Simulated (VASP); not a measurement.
Data:

```
WS2
1.0
    1.57420     0.90886     6.35130
   -1.57420     0.90886     6.35130
    0.00000    -1.81773     6.35130
W S
1 2
Direct
  0.00069   0.00069   0.00069
  0.25176   0.25176   0.25176
  0.41625   0.41625   0.41625
```

Computed with PBEsol GGA, VASP's PBE PAW potentials (set 64) (plane waves; VASP). Numerical set-up: 400 eV cut-off, 7×7×7 Γ-centred mesh, Gaussian smearing of 0.050 eV, potentials W_sv S.

Without a dispersion term in the relaxation, distances and binding between the weakly bound layers, chains or molecules are unreliable, and so is what depends on them.

Question: Estimate the energy per atom (σ→0).

Answer: 
* **energy per atom (σ→0)**: -8.425 eV/atom

Only differences to runs with the same potentials and settings are physical.

The structure comes from a measured WS2 entry (R3m) of the Crystallography Open Database, whose conditions weren't checked. It was relaxed first. The start is the result of an earlier pass.
